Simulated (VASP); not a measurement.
These are SCAN meta-GGA, VASP's PBE PAW potentials (set 64) (plane waves; VASP) values and carry that method's errors.

Input for VASP

**KPOINTS**
```
K-points
0
gamma
  8 8 8
0 0 0
```

**POSCAR**
```
CuI
1
    0.0000000000     2.9351578806     2.9351578806
    2.9351578806     0.0000000000     2.9351578806
    2.9351578806     2.9351578806     0.0000000000
Cu I
1 1
Direct
  0.0000000000   0.0000000000   0.0000000000
  0.2500000000   0.2500000000   0.2500000000
```

INCAR:
```
ISIF = 2   ! forces and stress, cell fixed
LMAXMIX = 4   ! l cut-off of mixed one-centre charges
ALGO = Normal
SYSTEM = CuI
SIGMA = 0.05
ISMEAR = 0
EDIFF = 1E-7   ! SCF stop (eV)
ENCUT = 520   ! plane-wave cut-off (eV)
LMIXTAU = .TRUE.
NELM = 100
METAGGA = SCAN
LREAL = .FALSE.
PREC = Accurate
LWAVE = .FALSE.
LCHARG = .FALSE.
LASPH = .TRUE.   ! aspherical one-centre terms
```

POTCAR, in this order: Cu I (PBE.64 set). Program: vasp_std.

The resulting files:

### OUTCAR
```
 ion  position               nearest neighbor table
   1  0.000  0.000  0.000-   2 2.54   2 2.54   2 2.54   2 2.54
   2  0.250  0.250  0.250-   1 2.54   1 2.54   1 2.54   1 2.54
  LATTYP: Found a face centered cubic cell.
 ALAT       =     5.8703157612
 Subroutine PRICEL returns:
 Original cell was already a primitive cell.
 Subroutine GETGRP returns: Found 24 space group operations
The static configuration has the point symmetry T_d .
The dynamic configuration has the point symmetry T_d .
 Subroutine INISYM returns: Found 24 space group operations
 Subroutine IBZKPT returns following result:
 Found     29 irreducible k-points:

 Following reciprocal coordinates:
            Coordinates               Weight
  0.000000  0.000000  0.000000      1.000000
  0.125000  0.000000  0.000000      8.000000
  0.250000  0.000000  0.000000      8.000000
  0.375000  0.000000  0.000000      8.000000
  0.500000  0.000000  0.000000      4.000000
  0.125000  0.125000  0.000000      6.000000
  0.250000  0.125000  0.000000     24.000000
  0.375000  0.125000  0.000000     24.000000
  0.500000  0.125000  0.000000     24.000000
...
```

OSZICAR:
```
       N       E                     dE             d eps       ncg     rms          rms(c)
DAV:   1     0.598824068809E+02    0.59882E+02   -0.82123E+03   754   0.158E+03
DAV:   2    -0.471728873208E+02   -0.10706E+03   -0.10049E+03   759   0.281E+02
DAV:   3    -0.551781072415E+02   -0.80052E+01   -0.78904E+01  1022   0.900E+01
DAV:   4    -0.554094639805E+02   -0.23136E+00   -0.23125E+00   865   0.133E+01
DAV:   5    -0.554170772643E+02   -0.76133E-02   -0.76131E-02  1129   0.265E+00    0.591E+00
DAV:   6    -0.523968376446E+02    0.30202E+01   -0.90358E+00   754   0.906E+01    0.465E+00
DAV:   7    -0.520911687080E+02    0.30567E+00   -0.16507E+00   909   0.522E+01    0.195E+00
DAV:   8    -0.521125768396E+02   -0.21408E-01   -0.51209E-01   971   0.220E+01    0.140E+00
DAV:   9    -0.520203926641E+02    0.92184E-01   -0.21061E-01   959   0.124E+01    0.228E-01
DAV:  10    -0.520966200466E+02   -0.76227E-01   -0.43148E-02   754   0.270E+00    0.711E-02
DAV:  11    -0.520971384984E+02   -0.51845E-03   -0.72605E-04  1024   0.337E-01    0.431E-02
DAV:  12    -0.520971761588E+02   -0.37660E-04   -0.50508E-04   805   0.709E-01    0.527E-02
DAV:  13    -0.520973732109E+02   -0.19705E-03   -0.55014E-04   830   0.769E-01    0.103E-02
DAV:  14    -0.520973494462E+02    0.23765E-04   -0.34406E-05   837   0.128E-01    0.582E-03
DAV:  15    -0.520973662686E+02   -0.16822E-04   -0.88315E-06  1040   0.616E-02    0.433E-03
DAV:  16    -0.520973588964E+02    0.73722E-05   -0.16505E-06  1101   0.233E-02    0.106E-03
DAV:  17    -0.520973577213E+02    0.11751E-05   -0.43230E-07   799   0.109E-02    0.602E-04
DAV:  18    -0.520973544907E+02    0.32306E-05   -0.75876E-08   542   0.442E-03    0.362E-04
DAV:  19    -0.520973540609E+02    0.42979E-06   -0.19432E-08   522   0.413E-03    0.802E-05
DAV:  20    -0.520973540806E+02   -0.19726E-07   -0.75096E-09   412   0.126E-03
   1 F= -.52097354E+02 E0= -.52097354E+02  d E =-.117213E-14
```

### OUTCAR
```
------------------------ aborting loop because EDIFF is reached ----------------------------------------
  FORCE on cell =-STRESS in cart. coord.  units (eV):
  Direction    XX          YY          ZZ          XY          YZ          ZX
  --------------------------------------------------------------------------------------
  Total        0.9832793      0.9832793      0.9832793     -0.0000000      0.0000000      0.0000000
  in kB       31.1503623     31.1503623     31.1503623     -0.0000000      0.0000000      0.0000000
  external PRESSURE =      31.1503623 kB  Pullay stress =       0.0000000 kB
  volume of cell :       50.57
      direct lattice vectors                 reciprocal lattice vectors
     0.000000000  2.935157881  2.935157881    -0.170348588  0.170348588  0.170348588
     2.935157881  0.000000000  2.935157881     0.170348588 -0.170348588  0.170348588
     2.935157881  2.935157881  0.000000000     0.170348588  0.170348588 -0.170348588
  FREE ENERGIE OF THE ION-ELECTRON SYSTEM (eV)
  ---------------------------------------------------
  free  energy   TOTEN  =       -52.0973540806 eV

  energy  without entropy=      -52.0973540806  energy(sigma->0) =      -52.09735408
```
(Selected blocks of OUTCAR.)

The compound is CuI in the zinc blende structure. This cell is one point of a volume scan, at 0.94 of the reference volume.
